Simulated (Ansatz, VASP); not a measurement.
# Cross-check of B3H7N (B3H7N (P2_1/c)) between VASP and Ansatz, part 2 of 2

One calculation is typed for both programs; each brings its own data sets. How far apart do they land? Of the first pair: The structure shown is the start of the Ansatz relaxation below; VASP solves that cell, so the two are compared at the walk's first step.

VASP 6.6.1 and Ansatz 0.2.0.

So far: Set-up; Ansatz: relaxation, PBEsol.

## 3. VASP: single point, PBEsol, start cell, pair 1

Level of this step: PBEsol; plane waves and PAW (B, H, N) (VASP).

The same cell, functional, mesh and smearing now go to VASP, with its own data sets.

Lines of VASP's logs that name or quote its potential files are left out, and so is its time.

Contents of INCAR:

```
SYSTEM = B3H7N
PREC = Accurate
ENCUT = 520
EDIFF = 1E-06
NELM = 120
ISMEAR = -1
SIGMA = 0.05
LREAL = Auto
ALGO = Normal
GGA = PS
NBANDS = 218
LORBIT = 11
LWAVE = .FALSE.
LCHARG = .FALSE.
ISIF = 2
LASPH = .TRUE.
GGA_COMPAT = .FALSE.
EFERMI = MIDGAP
```

Contents of POSCAR:

```
B3H7N
1.0
   10.3874000000      0.0484200000      0.1897400000
    0.0711600000     15.1443000000      0.2330100000
   -5.6062800000      0.1263300000      9.3374900000
B H N
36 84 12
Direct
    0.0515021304      0.2009072313      0.8137962763
    0.8773820707      0.9586983089      0.5430409278
    0.7863485311      0.0937205327      0.0395245841
    0.0964182839      0.3345093663      0.4125799939
    0.1435697195      0.2059083481      0.0000835746
    0.6515743196      0.9874491814      0.4118113920
    0.5977368552      0.1749021376      0.9347513584
    0.2674849219      0.3807783366      0.5376950605
    0.1818790251      0.2850213406      0.8995862326
    0.7104030777      0.9882799571      0.5888872713
    0.5619316653      0.0645782054      0.9364327799
    0.2616980132      0.3056081164      0.4140551339
    0.2331925644      0.5522909512      0.9843185619
    0.8090697380      0.4104374552      0.5195669368
    0.8685018840      0.5053501156      0.0797386473
    0.0907631484      0.6021303639      0.4793982327
    0.4433161743      0.4903214705      0.0772515294
    0.7033400756      0.2994874004      0.5407839467
    0.8198543602      0.4972183601      0.8998546701
    0.2682432485      0.6884710241      0.5683521902
    0.4245956571      0.5797621387      0.9700729901
    0.6437713130      0.3982023140      0.5670330795
    0.8741041589      0.4021827511      0.0126623829
    0.2471908143      0.6377610378      0.4218042874
    0.2755167297      0.8358902701      0.9648259504
    0.8548468320      0.6787209754      0.6186515421
    0.9084635016      0.8030204088      0.0018223687
    0.1356131693      0.9428713034      0.3752689764
    0.3486230250      0.8254000958      0.1497110884
    0.7045377349      0.6873916046      0.4434544928
[... 96 atom lines left out ...]
    0.7388595804      0.4570306775      0.9674244433
    0.1918214075      0.3950510163      0.3818641807
    0.4269250793      0.8623514705      0.0769327431
    0.6079463701      0.9236471323      0.4889889293
    0.7103928533      0.8582119900      0.0639827281
    0.2218439656      0.7328575482      0.4293813636
```

Contents of KPOINTS:

```
Automatic mesh
0
Gamma
2 1 2
0 0 0
```

The projector-augmented-wave data sets are B, H and N (PBE family, release 64).

The run is started by

```sh
export OMP_NUM_THREADS=3
mpirun -np 1 vasp_std
```

Numbers of over 12 decimals in the logs are rounded to 6 here.

The program printed:

```text
[banner, memory and clock lines left out]
running    1 mpi-ranks, on    1 nodes
[...]
Offloading initialized ...    1 GPUs detected
[...]
|                                                                             |
|               ----> ADVICE to this user running VASP <----                  |
|                                                                             |
|     You enforced a specific xc type in the INCAR file but a different       |
|     [... a line on the potential file left out ...]
|     I HOPE YOU KNOW WHAT YOU ARE DOING!                                     |
|                                                                             |

 LDA part: xc-table for (Slater+PW92), standard interpolation
 POSCAR, INCAR and KPOINTS ok, starting setup
[...]
entering main loop
       N       E                     dE             d eps       ncg     rms          rms(c)
DAV:   1     0.957693681055E+03    0.95769E+03   -0.10053E+05  1752   0.950E+02
DAV:   2    -0.542087735158E+03   -0.14998E+04   -0.14338E+04  2168   0.208E+02
DAV:   3    -0.688416996040E+03   -0.14633E+03   -0.14486E+03  2248   0.653E+01
DAV:   4    -0.692351929205E+03   -0.39349E+01   -0.39264E+01  2256   0.121E+01
[...]
DAV:  17    -0.636285972664E+03   -0.20874E-06   -0.23841E-05  1976   0.158E-02    0.990E-03
DAV:  18    -0.636285974978E+03   -0.23138E-05   -0.15482E-05  2280   0.915E-03    0.101E-02
DAV:  19    -0.636285974786E+03    0.19127E-06   -0.30196E-06  1784   0.483E-03
   1 F= -.63628597E+03 E0= -.63628597E+03  d E =-.796519E-19
```

From OUTCAR (step 3):

```text
  FREE ENERGIE OF THE ION-ELECTRON SYSTEM (eV)
  ---------------------------------------------------
  free  energy   TOTEN  =      -636.2859747864 eV

  energy  without entropy=     -636.2859747864  energy(sigma->0) =     -636.28597479
```

The run ends at a pressure of 0.03 GPa, with forces up to 0.53 eV/Å.

## 4. Differences

Known differences besides the potentials themselves: the cutoff is 420 eV in Ansatz and 520 eV in VASP (PREC = Accurate, projectors in real space); Ansatz makes its cores anew for this functional, VASP keeps those of its PBE data sets. Total energies have different zeros and are not compared.

Forces on 8 of the 132 atoms, those with the largest forces and the largest differences (eV/Å; atoms numbered as in POSCAR):

```
atom         Ansatz x, y, z            VASP x, y, z
 H94  -0.313, -0.284, 0.008  -0.311, -0.259, -0.005
N121  0.253, -0.295, -0.004    0.370, -0.380, 0.008
N124  0.132, -0.347, -0.004   0.263, -0.395, -0.027
N126   0.377, 0.044, -0.012   0.356, -0.100, -0.010
N127   0.073, 0.369, -0.028   -0.064, 0.353, -0.067
N129   0.022, -0.398, 0.010    0.164, -0.407, 0.030
N130    0.468, 0.289, 0.036     0.423, 0.256, 0.027
N131   -0.291, 0.286, 0.047    -0.334, 0.331, 0.065
```

The forces differ by 29 meV/Å r.m.s., which is 26.8 % of the r.m.s. force of 0.109 eV/Å (both taken over all components).

## 5. Ansatz: relaxation, PBEsol

This run makes the geometry at which the two programs are then compared.

The structure compared here is the end of the Ansatz relaxation.

Contents of input.yaml:

```yaml
crystal:
  lattice:
    - [10.3874, 0.04842, 0.18974]
    - [0.07116, 15.1443, 0.23301]
    - [-5.60628, 0.12633, 9.33749]
  atoms:
    - { symbol: B, position: [0.0515, 0.20091, 0.8138] }
    - { symbol: B, position: [0.87738, 0.9587, 0.54304] }
    - { symbol: B, position: [0.78635, 0.09372, 0.03952] }
    - { symbol: B, position: [0.09642, 0.33451, 0.41258] }
    - { symbol: B, position: [0.14357, 0.20591, 8.0e-05] }
    - { symbol: B, position: [0.65157, 0.98745, 0.41181] }
    - { symbol: B, position: [0.59774, 0.1749, 0.93475] }
    - { symbol: B, position: [0.26748, 0.38078, 0.53769] }
    - { symbol: B, position: [0.18188, 0.28502, 0.89959] }
    - { symbol: B, position: [0.7104, 0.98828, 0.58889] }
    - { symbol: B, position: [0.56193, 0.06458, 0.93643] }
    - { symbol: B, position: [0.2617, 0.30561, 0.41405] }
    - { symbol: H, position: [0.41766, 0.14714, 0.97206] }
    - { symbol: H, position: [0.71045, 0.02774, 0.68275] }
    - { symbol: H, position: [0.49183, 0.00417, 0.865] }
    - { symbol: H, position: [0.66556, 0.29658, 0.71607] }
    - { symbol: H, position: [0.03796, 0.29091, 0.78907] }
    - { symbol: H, position: [0.96048, 0.01867, 0.55739] }
    - { symbol: H, position: [0.8482, 0.08037, 0.97309] }
    - { symbol: H, position: [0.1533, 0.25246, 0.41381] }
    - { symbol: H, position: [0.25113, 0.34709, 0.89401] }
    - { symbol: H, position: [0.85339, 0.9612, 0.65034] }
    - { symbol: H, position: [0.69705, 0.02654, 0.0183] }
    - { symbol: H, position: [0.32179, 0.26725, 0.3621] }
    - { symbol: H, position: [0.14516, 0.29672, 0.0033] }
    - { symbol: H, position: [0.70391, 0.05768, 0.50177] }
    - { symbol: H, position: [0.57862, 0.11403, 0.83584] }
    - { symbol: H, position: [0.35005, 0.30421, 0.55812] }
    - { symbol: H, position: [0.99441, 0.19982, 0.90381] }
    - { symbol: H, position: [0.77377, 0.96019, 0.40907] }
    - { symbol: H, position: [0.74701, 0.17767, 0.01711] }
    - { symbol: H, position: [0.15872, 0.33806, 0.55616] }
    - { symbol: H, position: [0.1673, 0.17582, 0.1122] }
    - { symbol: H, position: [0.66605, 0.23008, 0.48315] }
    - { symbol: H, position: [0.57072, 0.2422, 0.86437] }
    - { symbol: H, position: [0.30458, 0.10155, 0.48073] }
    - { symbol: H, position: [0.96716, 0.16465, 0.7076] }
    - { symbol: H, position: [0.91688, 0.88245, 0.55643] }
    - { symbol: H, position: [0.85308, 0.09224, 0.16761] }
    - { symbol: H, position: [0.9643, 0.32978, 0.35783] }
    - { symbol: "N", position: [0.21332, 0.1882, 0.91277] }
    - { symbol: "N", position: [0.72646, 0.3291, 0.67863] }
    - { symbol: "N", position: [0.52841, 0.1323, 0.00999] }
    - { symbol: "N", position: [0.30017, 0.94269, 0.44718] }
    - { symbol: B, position: [0.23319, 0.55229, 0.98432] }
    - { symbol: B, position: [0.80907, 0.41044, 0.51957] }
    - { symbol: B, position: [0.8685, 0.50535, 0.07974] }
    - { symbol: B, position: [0.09076, 0.60213, 0.4794] }
    - { symbol: B, position: [0.44332, 0.49032, 0.07725] }
    - { symbol: B, position: [0.70334, 0.29949, 0.54078] }
    - { symbol: B, position: [0.81985, 0.49722, 0.89985] }
    - { symbol: B, position: [0.26824, 0.68847, 0.56835] }
    - { symbol: B, position: [0.42459, 0.57976, 0.97007] }
    - { symbol: B, position: [0.64377, 0.3982, 0.56703] }
    - { symbol: B, position: [0.8741, 0.40218, 0.01266] }
    - { symbol: B, position: [0.24719, 0.63776, 0.4218] }
    - { symbol: H, position: [0.47841, 0.64812, 0.95954] }
    - { symbol: H, position: [0.53476, 0.44039, 0.53831] }
    - { symbol: H, position: [0.53954, 0.47127, 0.94599] }
    - { symbol: H, position: [0.31053, 0.59887, 0.37321] }
    - { symbol: H, position: [0.21524, 0.59948, 0.06163] }
    - { symbol: H, position: [0.77292, 0.43339, 0.39996] }
    - { symbol: H, position: [0.97962, 0.44346, 0.13309] }
    - { symbol: H, position: [0.10949, 0.53241, 0.54185] }
    - { symbol: H, position: [0.27955, 0.60267, 0.91416] }
    - { symbol: H, position: [0.72954, 0.46026, 0.55541] }
    - { symbol: H, position: [0.89486, 0.3242, 0.03132] }
    - { symbol: H, position: [0.12434, 0.58945, 0.37928] }
    - { symbol: H, position: [0.4754, 0.57723, 0.11379] }
    - { symbol: H, position: [0.58752, 0.35117, 0.44437] }
    - { symbol: H, position: [0.92455, 0.43346, 0.92484] }
    - { symbol: H, position: [0.33388, 0.61202, 0.56229] }
    - { symbol: H, position: [0.3052, 0.48197, 0.06041] }
    - { symbol: H, position: [0.81613, 0.32282, 0.52157] }
    - { symbol: H, position: [0.91853, 0.55308, 0.00372] }
    - { symbol: H, position: [0.15088, 0.66159, 0.57836] }
    - { symbol: H, position: [0.51899, 0.45465, 0.19107] }
    - { symbol: H, position: [0.65845, 0.68549, 0.31876] }
    - { symbol: H, position: [0.77954, 0.53219, 0.78644] }
    - { symbol: H, position: [0.33694, 0.42676, 0.63646] }
    - { symbol: H, position: [0.13036, 0.51713, 0.88559] }
    - { symbol: H, position: [0.93152, 0.42417, 0.61779] }
    - { symbol: H, position: [0.87754, 0.54809, 0.174] }
    - { symbol: H, position: [0.96932, 0.6352, 0.40856] }
    - { symbol: "N", position: [0.4407, 0.48785, 0.9415] }
    - { symbol: "N", position: [0.72692, 0.61725, 0.5511] }
    - { symbol: "N", position: [0.73886, 0.45703, 0.96742] }
    - { symbol: "N", position: [0.19182, 0.39505, 0.38186] }
    - { symbol: B, position: [0.27552, 0.83589, 0.96483] }
    - { symbol: B, position: [0.85485, 0.67872, 0.61865] }
    - { symbol: B, position: [0.90846, 0.80302, 0.00182] }
    - { symbol: B, position: [0.13561, 0.94287, 0.37527] }
    - { symbol: B, position: [0.34862, 0.8254, 0.14971] }
    - { symbol: B, position: [0.70454, 0.68739, 0.44345] }
    - { symbol: B, position: [0.68297, 0.81072, 0.93751] }
    - { symbol: B, position: [0.25356, 0.02968, 0.47476] }
    - { symbol: B, position: [0.32158, 0.93137, 0.06776] }
    - { symbol: B, position: [0.67313, 0.69813, 0.58629] }
    - { symbol: B, position: [0.79291, 0.77418, 0.10891] }
    - { symbol: B, position: [0.25862, 0.92682, 0.55863] }
    - { symbol: H, position: [0.61922, 0.86158, 0.07848] }
    - { symbol: H, position: [0.29852, 0.77471, 0.42669] }
    - { symbol: H, position: [0.81031, 0.71788, 0.19585] }
    - { symbol: H, position: [0.49923, 0.92779, 0.46767] }
    - { symbol: H, position: [0.19211, 0.90974, 0.94549] }
    - { symbol: H, position: [0.8031, 0.74229, 0.6709] }
    - { symbol: H, position: [0.94313, 0.7394, 0.9608] }
    - { symbol: H, position: [0.10945, 0.91182, 0.48128] }
    - { symbol: H, position: [0.33002, 0.00991, 0.07402] }
    - { symbol: H, position: [0.58998, 0.70742, 0.63098] }
    - { symbol: H, position: [0.9323, 0.78242, 0.12964] }
    - { symbol: H, position: [0.31292, 0.88116, 0.66402] }
    - { symbol: H, position: [0.27633, 0.898, 0.15936] }
    - { symbol: H, position: [0.63222, 0.75357, 0.47049] }
    - { symbol: H, position: [0.72139, 0.72517, 0.98784] }
    - { symbol: H, position: [0.24641, 0.01172, 0.59476] }
    - { symbol: H, position: [0.22361, 0.7884, 0.03986] }
    - { symbol: H, position: [0.84005, 0.72997, 0.50639] }
    - { symbol: H, position: [0.78207, 0.83289, 0.89598] }
    - { symbol: H, position: [0.10491, 0.03125, 0.38454] }
    - { symbol: H, position: [0.38975, 0.77892, 0.25327] }
    - { symbol: H, position: [0.58576, 0.0275, 0.30051] }
    - { symbol: H, position: [0.57279, 0.79804, 0.82641] }
    - { symbol: H, position: [0.35505, 0.70808, 0.68766] }
    - { symbol: H, position: [0.23482, 0.8027, 0.85339] }
    - { symbol: H, position: [0.98345, 0.66469, 0.70078] }
    - { symbol: H, position: [0.97838, 0.87085, 0.02707] }
    - { symbol: H, position: [0.03967, 0.91795, 0.26393] }
    - { symbol: "N", position: [0.42692, 0.86235, 0.07693] }
    - { symbol: "N", position: [0.60795, 0.92365, 0.48899] }
    - { symbol: "N", position: [0.71039, 0.85821, 0.06398] }
    - { symbol: "N", position: [0.22184, 0.73286, 0.42938] }
kpoints:
  mp_grid: { grid: [2, 1, 2] }
hamiltonian:
  xc: pbesol
scf:
  occupations: { method: fermi_dirac, width: 0.05 }
output:
  forces: true
  eigenvalues: true
  stress: true
relax:
  f_tol: 0.05
  max_steps: 70
```

The run is started by

```sh
ansatz run input.yaml --threads 4 --pin off --max-ram 15872MiB --backend cpu --events-out ev --progress --plain --runs-dir out
```

The program printed:

```text
[...]
Crystal: 132 atoms, lattice volume = 1484.590 Å³
Basis set: ecut = 420 eV, 29009 PW (Γ), exchange–correlation on 144×216×150 points (8 copies of the dense FFT grid, shifted against one another)
Bands: 258, of which v1, the nominal top of the filled ones, is band 126 counted from 1 (125 counted from 0)
Symmetry: 1 space group operations
[...]
k-points: 4
[...]
- { symbol: B, position: [0.671946, 0.697902, 0.586239] }
    - { symbol: B, position: [0.791989, 0.774151, 0.107975] }
    - { symbol: B, position: [0.257973, 0.927026, 0.558316] }
[...]
- { symbol: H, position: [0.232756, 0.802937, 0.852451] }
    - { symbol: H, position: [0.982986, 0.663552, 0.700575] }
    - { symbol: H, position: [0.975690, 0.870005, 0.026141] }
    - { symbol: H, position: [0.040077, 0.918200, 0.263418] }
    - { symbol: N, position: [0.424295, 0.862133, 0.075723] }
    - { symbol: N, position: [0.608396, 0.923139, 0.488995] }
    - { symbol: N, position: [0.707693, 0.858365, 0.063080] }
    - { symbol: N, position: [0.222854, 0.733072, 0.429693] }
```

## 6. VASP: single point, PBEsol, relaxed cell, pair 2

The same cell, functional, mesh and smearing now go to VASP, with its own data sets.

INCAR, as its differences from that of step 3:

```diff
@@ -2,3 +2,3 @@
 PREC = Accurate
-ENCUT = 520
+ENCUT = 600
 EDIFF = 1E-06
```

Contents of POSCAR:

```
B3H7N
1.0
   10.3874000000      0.0484200000      0.1897400000
    0.0711600000     15.1443000000      0.2330100000
   -5.6062800000      0.1263300000      9.3374900000
B H N
36 84 12
Direct
    0.0517400000      0.2016100000      0.8132600000
    0.8764800000      0.9575100000      0.5425500000
    0.7887500000      0.0922800000      0.0399200000
    0.0994300000      0.3345100000      0.4147100000
    0.1437800000      0.2067600000      0.9995800000
    0.6504900000      0.9867200000      0.4117200000
    0.5993300000      0.1743400000      0.9350000000
    0.2697500000      0.3805400000      0.5391600000
    0.1809200000      0.2851400000      0.8989600000
    0.7093800000      0.9876300000      0.5887800000
    0.5648100000      0.0643100000      0.9365900000
    0.2650100000      0.3050100000      0.4155500000
    0.2315700000      0.5531700000      0.9832500000
    0.8086500000      0.4100800000      0.5202300000
    0.8694300000      0.5051700000      0.0812800000
    0.0923200000      0.6037100000      0.4789000000
    0.4426800000      0.4902900000      0.0764300000
    0.7042400000      0.2999800000      0.5417300000
    0.8214100000      0.4967500000      0.9014300000
    0.2696000000      0.6887100000      0.5685200000
    0.4226300000      0.5795400000      0.9694200000
    0.6437000000      0.3993300000      0.5682400000
    0.8758400000      0.4017000000      0.0139900000
    0.2490100000      0.6378700000      0.4216100000
    0.2729200000      0.8365400000      0.9636800000
    0.8542300000      0.6783200000      0.6187700000
    0.9071300000      0.8024100000      0.0008700000
    0.1351800000      0.9431000000      0.3747800000
    0.3462500000      0.8262700000      0.1486500000
    0.7036900000      0.6869200000      0.4435000000
[... 96 atom lines left out ...]
    0.7403100000      0.4574600000      0.9685900000
    0.1936000000      0.3945200000      0.3833000000
    0.4243000000      0.8621300000      0.0757200000
    0.6084000000      0.9231400000      0.4890000000
    0.7076900000      0.8583600000      0.0630800000
    0.2228500000      0.7330700000      0.4296900000
```

KPOINTS is that of step 3.

The run is started by

```sh
export OMP_NUM_THREADS=3
mpirun -np 1 vasp_std
```

The program printed:

```text
[banner, memory and clock lines left out]
running    1 mpi-ranks, on    1 nodes
[...]
Offloading initialized ...    1 GPUs detected
[...]
[... a notice as in an earlier step ...]

 LDA part: xc-table for (Slater+PW92), standard interpolation
 POSCAR, INCAR and KPOINTS ok, starting setup
[...]
entering main loop
       N       E                     dE             d eps       ncg     rms          rms(c)
DAV:   1     0.105373556778E+04    0.10537E+04   -0.10827E+05  1744   0.106E+03
DAV:   2    -0.531377823601E+03   -0.15851E+04   -0.15129E+04  2186   0.218E+02
DAV:   3    -0.688220212574E+03   -0.15684E+03   -0.15528E+03  2248   0.681E+01
DAV:   4    -0.692495830282E+03   -0.42756E+01   -0.42656E+01  2256   0.127E+01
[...]
DAV:  17    -0.636477634984E+03   -0.43349E-05   -0.28239E-05  2192   0.158E-02    0.132E-02
DAV:  18    -0.636477635914E+03   -0.93052E-06   -0.11349E-05  2288   0.811E-03    0.102E-02
DAV:  19    -0.636477635371E+03    0.54284E-06   -0.29622E-06  1776   0.439E-03
   1 F= -.63647764E+03 E0= -.63647764E+03  d E =-.688716E-19
```

Parts of OUTCAR (step 6):

```text
  FREE ENERGIE OF THE ION-ELECTRON SYSTEM (eV)
  ---------------------------------------------------
  free  energy   TOTEN  =      -636.4776353714 eV

  energy  without entropy=     -636.4776353714  energy(sigma->0) =     -636.47763537
```

The run ends at a pressure of 0.06 GPa, with forces up to 0.15 eV/Å.

## 7. Side by side

What differs besides the data sets and the points named for the pairs above, as far as they apply: the cutoff is 420 eV in Ansatz and 600 eV in VASP (PREC = Accurate, projectors in real space). Total energies have different zeros and are not compared.

Both answers:

```
              quantity  Ansatz   VASP  difference
        pressure (GPa)    0.00   0.06       -0.07
gap on the k mesh (eV)   4.502  4.490      +0.012
```

Forces on 7 of the 132 atoms, those with the largest forces and the largest differences (eV/Å; atoms numbered as in POSCAR):

```
atom         Ansatz x, y, z            VASP x, y, z
 B23   0.044, -0.011, 0.010    0.092, -0.085, 0.032
N121   0.008, 0.003, -0.003    0.123, -0.082, 0.009
N124   0.001, -0.001, 0.001   0.128, -0.046, -0.020
N126   0.007, 0.000, -0.001   -0.015, -0.138, 0.000
N127   0.003, 0.010, -0.003  -0.130, -0.008, -0.041
N128   -0.011, 0.003, 0.005    0.018, 0.111, -0.087
N129  -0.003, -0.007, 0.001    0.134, -0.012, 0.021
```

The forces differ by 29 meV/Å r.m.s., where the r.m.s. force is 0.008 eV/Å in Ansatz and 0.030 eV/Å in VASP: the atoms lie near their places of rest in Ansatz, so a percentage would say little (all taken over all components). A gap on the mesh is an upper bound, since the band edges may lie between its points.

## 8. Summary of results

```yaml
r_m_s_force_difference_single_point_pbesol_start_cell_pair_1: 29 meV/Å
r_m_s_force_difference_single_point_pbesol_relaxed_cell_pair_2: 29 meV/Å
```

In words: The r.m.s. force difference is 29 meV/Å (single point, PBEsol, relaxed cell, pair 2), beyond the 12 meV/Å picked in this series as the mark of a large difference. What causes the difference of the single point, PBEsol, start cell, pair 1 pair stays open here. What causes the difference of the single point, PBEsol, relaxed cell, pair 2 pair stays open here. How closely two codes agree says nothing of how well the functional describes the real material.

[Lines on the potential files, build, host, timing and source positions are cut from VASP's logs without a mark.]

[Logs are printed without paths, hosts, clocks, repeated set-up lines and the standing remarks that a program may print on its own settings, such as how far it seeks lower states.]

[Hosts, paths, dates, database ids (printed as entryN), source tags and the programs' standing remarks are cut or masked in the printed files.]
